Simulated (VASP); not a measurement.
An input for Quantum ESPRESSO's pw.x (written as the equivalent of a VASP run, and not itself run):

```
&CONTROL
  calculation = 'scf'
  pseudo_dir = './pseudo'
  outdir = './out'
  tprnfor = .true.
  tstress = .true.
/
&SYSTEM
  ibrav = 0
  nat = 4
  ntyp = 2
  ecutwfc = 94
  occupations = 'smearing'
  smearing = 'fermi-dirac'
  degauss = 0.00735
  input_dft = 'pbesol'
/
&ELECTRONS
  conv_thr = 7.3e-08
  electron_maxstep = 100
/
ATOMIC_SPECIES
  Cr 51.996 Cr.upf
  B 10.810 B.upf
CELL_PARAMETERS angstrom
     1.4516950   -3.8991450    0.0000000
     1.4516950    3.8991450    0.0000000
     0.0000000    0.0000000    2.9019500
ATOMIC_POSITIONS crystal
  Cr   0.8546200  0.1453800  0.7500000
  Cr   0.1453800  0.8546200  0.2500000
  B    0.5649400  0.4350600  0.7500000
  B    0.4350600  0.5649400  0.2500000
K_POINTS automatic
  8 8 8 0 0 0
```

Task: Translate this input to VASP (INCAR, KPOINTS, POSCAR, choice of POTCAR).

Result: This is not unique; one that fits is 
### POSCAR
```
CrB
1
    1.4516950000    -3.8991450000     0.0000000000
    1.4516950000     3.8991450000     0.0000000000
    0.0000000000     0.0000000000     2.9019500000
Cr B
2 2
Direct
  0.8546200000   0.1453800000   0.7500000000
  0.1453800000   0.8546200000   0.2500000000
  0.5649400000   0.4350600000   0.7500000000
  0.4350600000   0.5649400000   0.2500000000
```

**INCAR**
```
! general
SYSTEM =CrB
PREC   =Accurate
ENCUT  =400
LREAL  =.FALSE.
LASPH  =.TRUE.

! electronic loop
EDIFF  =1E-6
NELM   =100
ALGO   =Normal
LMAXMIX=4

! smearing
ISMEAR =-1
SIGMA  =0.1

! functional
GGA    =PS

! ions
ISIF   =2

! output
LWAVE  =.FALSE.
LCHARG =.FALSE.
```

File KPOINTS:
```
Automatic mesh
0
Gamma
8 8 8
0 0 0
```

POTCAR, in this order: Cr_pv B (PBE.64 set). Program: vasp_std.

The two are equivalent in intent, not identical: the potentials are each code's own (VASP's PAW set, PseudoDojo norm-conserving files in pw.x), so ENCUT and ecutwfc are chosen apart and not converted; conv_thr bounds pw.x's estimated SCF error, while EDIFF bounds the energy change between steps.

The structure comes from a computed database's CrB entry (Cmcm); how it stands against other phases isn't given here. The cell was not relaxed at this level.
